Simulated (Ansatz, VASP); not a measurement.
# PbS2: VASP beside Ansatz

Wanted: the spread between two codes on one cell, functional and k mesh. The cell is generated by rule, not measured, and may not be a known phase. The cell is taken from a series of runs on this material, whose earlier steps may have relaxed, scaled, displaced or heated it; both programs get it as it stands.

Program: Ansatz 0.2.0. Level of theory: plane waves, with VASP 6.6.1 beside it; zone-centre phonons at PBEsol. Results are calculated unless marked as measured.

The structure was built from a prototype and need not be the compound's stable phase.

**1. Set-up**

The structure is tetragonal, space group P4_2/mnm (No. 136). The conventional cell has a = 6.281 Å, b = 6.281 Å, c = 3.977 Å, α = 90.00°, β = 90.00°, γ = 90.00°. Pb has 6 S at 2.64 to 2.71 Å nearest. Nearest to S lie 3 Pb at 2.64 to 2.71 Å. Farther neighbours and most contacts between anions are not listed.

**2. Ansatz: zone-centre phonons, PBEsol**

Ansatz runs on its default PAW (the set named soft_2) files.

Second derivatives magnify differences that forces hide, and they need a tight electronic threshold.

input.yaml reads:

```yaml
crystal:
  lattice:
    - [6.2811235934, 0.0, 0.0]
    - [0.0, 6.2811235934, 0.0]
    - [0.0, 0.0, 3.9771181291]
  atoms:
    - { symbol: Pb, position: [0.0, 0.0, 0.0] }
    - { symbol: Pb, position: [0.5, 0.5, 0.5] }
    - { symbol: S, position: [0.3051114232, 0.3051114232, 0.0] }
    - { symbol: S, position: [0.6948885768, 0.6948885768, 0.0] }
    - { symbol: S, position: [0.8051114232, 0.1948885768, 0.5] }
    - { symbol: S, position: [0.1948885768, 0.8051114232, 0.5] }
kpoints:
  mp_grid: { grid: [6, 6, 8] }
hamiltonian:
  xc: pbesol
scf:
  occupations: { method: gaussian, width: 0.01 }
output:
  eigenvalues: true
phonons:
  method: dfpt
```

Started as:

```bash
> ansatz run input.yaml --threads 8 --pin off --max-ram 14336MiB --backend cpu --events-out ev --progress --plain --runs-dir out
```

Numbers of over 12 decimals in the logs are rounded to 6 here.

Output:

```text
zone centre: on kpoints.mp_grid the ground state, and the responses unless they are solved on pairs of k-points, stand on 100 of the mesh's 288 k-points, reduced under 2 symmetry operations, with k and −k counted as one. Each operation leaves every solved displacement unchanged or reverses it
Engine: ansatz 0.2.0, aarch64-unknown-linux-gnu
Pseudopotentials: kind: paw
Pseudopotential: Pb, paw, valence charge 14, recommended cutoff 420 eV (normal), Pb.paw.azcp
Pseudopotential: S, paw, valence charge 6, recommended cutoff 420 eV (normal), S.paw.azcp
Functional definition: PBEsol
  exchange = pbesol_x
  correlation = pbesol_c
Crystal: 6 atoms, lattice volume = 156.907 Å³
Basis set: ecut = 420 eV, 3089 PW (Γ), exchange–correlation on 96×96×60 points (8 copies of the dense FFT grid, shifted against one another)
Bands: 32, of which v1, the nominal top of the filled ones, is band 26 counted from 1 (25 counted from 0)
Symmetry: 16 space group operations
k-points: 100 of 288 (irreducible under 2 space group operations, time reversal used)
Non-local potential: Pb, projectors of the file, l = 0: 2, l = 1: 2, l = 2: 2, l = 3: 2
Non-local potential: S, projectors of the file, l = 0: 2, l = 1: 2, l = 2: 2
PAW form: soft (Blöchl's): semilocal exchange-correlation on the pseudo side does not see the compensation charge
PAW frozen core: Pb, regenerated for the run's functional, and the local potential with it (the file was generated under x = pbe(κ = 0.804, μ = 0.219515), c = pbe(β = 0.066725))
PAW frozen core: S, regenerated for the run's functional, and the local potential with it (the file was generated under x = pbe(κ = 0.804, μ = 0.219515), c = pbe(β = 0.066725))
PAW one-centre angular grid: Pb, 590 points (default); XC on 64 Gauss nodes
PAW one-centre angular grid: S, 110 points (default); XC on 64 Gauss nodes
Initial density: superposition of atomic densities (neutral atoms: chi_scale 0, normalization atom), corrected by the library's trained network
Initial wavefunctions: pseudopotential atomic-orbital guess
Functional: x = pbesol(κ = 0.804, μ = 0.123457), c = pbesol(β = 0.046)
SCF iter   1: F=—  HF=-27048.592943 eV  |F-HF|=—  |Δ(HF+E_count)|=         —  Δρ=4.22e-3  dr2=4.19e-2  ethr=1.77e-3  ⟨swp⟩=8.4  Hψ=16451  notcnv=0
preconditioner: auto → Resta (q_TF=auto, 2.270 Å⁻¹)  ε∞=3.7  [insulator: Δε(μ)=0.159 eV  Ē_g=13.003 eV  σ=0.010 eV  W_gap=1.00  n_scr=38 (ndim 8)  ℏωp=21.4 eV  f_vac=0.040  D(μ)=0.00/eV (n_scr^D=0)  ε∞_Penn≈3.7]
SCF iter   2: F=—  HF=-27048.582053 eV  |F-HF|=—  |Δ(HF+E_count)|=   1.09e-2  Δρ=1.64e-3  dr2=5.67e-3  ethr=8.06e-5  ⟨swp⟩=2.7  Hψ=5696  notcnv=0  defer=178
SCF iter   3: F=—  HF=-27048.580977 eV  |F-HF|=—  |Δ(HF+E_count)|=   1.08e-3  Δρ=4.86e-4  dr2=3.62e-4  ethr=1.09e-5  ⟨swp⟩=3.3  Hψ=6089  notcnv=0  defer=178
SCF iter   4: F=—  HF=-27048.581098 eV  |F-HF|=—  |Δ(HF+E_count)|=   1.21e-4  Δρ=1.25e-4  dr2=4.01e-5  ethr=6.97e-7  ⟨swp⟩=2.6  Hψ=4407  notcnv=0  defer=178
SCF iter   5: F=—  HF=-27048.581125 eV  |F-HF|=—  |Δ(HF+E_count)|=   2.70e-5  Δρ=3.87e-5  dr2=2.63e-6  ethr=7.71e-8  ⟨swp⟩=2.1  Hψ=3979  notcnv=0  defer=178
SCF iter   6: F=—  HF=-27048.581128 eV  |F-HF|=—  |Δ(HF+E_count)|=   3.19e-6  Δρ=5.20e-6  dr2=7.67e-8  ethr=5.06e-9  ⟨swp⟩=2.2  Hψ=4776  notcnv=0  defer=178
SCF iter   7: F=—  HF=-27048.581128 eV  |F-HF|=—  |Δ(HF+E_count)|=   1.34e-7  Δρ=2.78e-6  dr2=1.36e-8  ethr=1.48e-10  ⟨swp⟩=2.1  Hψ=4929  notcnv=0  defer=178
SCF iter   8: F=—  HF=-27048.581128 eV  |F-HF|=—  |Δ(HF+E_count)|=   3.83e-9  Δρ=5.38e-7  dr2=4.18e-10  ethr=2.61e-11  ⟨swp⟩=2.0  Hψ=5583  notcnv=0  defer=178
SCF iter   9: F=—  HF=-27048.581128 eV  |F-HF|=—  |Δ(HF+E_count)|=  1.89e-10  Δρ=1.60e-7  dr2=4.14e-11  ethr=1.00e-12  ⟨swp⟩=2.0  Hψ=4152  notcnv=0  defer=178
SCF iter  10: F=-27048.581128 eV  HF=-27048.581128 eV  |F-HF|=0.00e0  |Δ(HF+E_count)|=  2.91e-11  Δρ=4.99e-8  dr2=3.78e-12  ethr=1.00e-12  ⟨swp⟩=11.9  Hψ=17709  notcnv=0
SCF 1 converged in 10 iterations: F = -27048.581128 eV  dr2 = 3.78e-12
  greatest PAW one-centre occupation: 0.982 electrons in one spin orbital (limit 2), on the Pb atom at site 0 (counted from 0), in its partial waves of l = 2
DFPT response loops at Γ: preconditioner auto → Resta (q_TF=auto, 2.270 Å⁻¹)  ε∞=18.8 (no band partly filled); β = 1.00, the filter's whole step (`scf.mixing.beta` (0.50) is not read by the response loops at its default; to damp them type it under 1.00, their step now; it binds the ground state too); Broyden in place of MSR1
SCF converged after 10 iterations
Free energy (F): -27048.581128 eV
Harris-Foulkes:  -27048.581128 eV  (|F-HF|=0.00e0)
Internal energy: -27048.581128 eV  (E = F + TS)
E sigma→0 (E₀):  -27048.581128 eV
Fermi energy:    5.548786 eV
--- Per-component energies (eV) ---
  E_band       = -203.901078
  E_kinetic    = 1002.543171
  E_local      = -3285.339694  (includes V_loc(G=0)·N_el)
  E_nonlocal   = 824.463254
  E_hartree    = 1285.008028
  E_xc         = -814.768103
  E_vxc        = -605.588270  (∫ρ·V_xc dr)
  E_paw        = -22860.252128  (= ΣΔE_a)
  E_vpaw       = -709.995632  (= ΣTr[D̂ρ^β])
  E_aug_tail   = 0.000101  (compensation charges beyond the density's cutoff)
  E_ewald      = -3200.607789
  E_core_change = 0.372030  (= ΣΔE_core)
  E_smearing   = -0.000000  (= −TS)
  E_closure    = -0.000000  (closes the sum)
  Σ components = -27048.581128   (vs F -27048.581128, Δ=0.00e0)
--- Band table (eV; the first three rows and the last of 100) ---
  k-point 0: bands = [... 22 lower, 4.8386, 4.8386, 5.2536, 5.2536, 5.9038, 6.8601, 8.7154, 8.7154, ... 2 higher]
  k-point 1: bands = [... 22 lower, 4.2071, 5.2903, 5.2949, 5.2949, 5.7894, 7.2071, 9.3877, 9.3877, ... 2 higher]
  k-point 2: bands = [... 22 lower, 3.5576, 5.1492, 5.1492, 5.4642, 5.7662, 7.4634, 10.0561, 10.5461, ... 2 higher]
  k-point 99: bands = [... 22 lower, 4.9069, 4.9069, 5.0528, 5.0528, 5.8605, 5.8605, 10.6816, 10.6816, ... 2 higher]
--- Phonons (Γ-DFPT): 4 representative perturbations + reference, on 100 of 288 k-points (Σ response iterations 12) ---
  k mesh reduced under 2 symmetry operations, with k and −k counted as one. Each operation leaves every solved displacement unchanged or reverses it
  ASR residual: 3.687e-5 → 0.000e0 eV/Å²; symmetrization residual: 3.317e-6 eV/Å²
  ASR residual per site (eV/Å²): 3.69e-5 3.69e-5 3.49e-5 3.49e-5 3.49e-5 3.49e-5
  Γ frequencies (cm⁻¹): -83.01 -83.01 -81.87 -61.85 0.00 0.00 0.00 30.40 95.90 95.90 190.95 190.95 203.34 241.64 241.64 248.23 276.76 298.15
  non-analytic LO–TO correction: not included (Born effective charges unavailable; polar crystals: no LO–TO splitting at Γ)
```

Reading the cycles: dr2 is the Hartree energy of the density residual (eV), the measure of convergence; HF is the Harris–Foulkes estimate of the energy, which meets the free energy F at convergence.

(Part 1 of 3 ends here.)

[Lines on the potential files, build, host, timing and source positions are cut from VASP's logs without a mark.]

[Logs are printed without paths, hosts, clocks, repeated set-up lines and the standing remarks that a program may print on its own settings, such as how far it seeks lower states.]

[Hosts, paths, dates, database ids (printed as entryN), source tags and the programs' standing remarks are cut or masked in the printed files.]
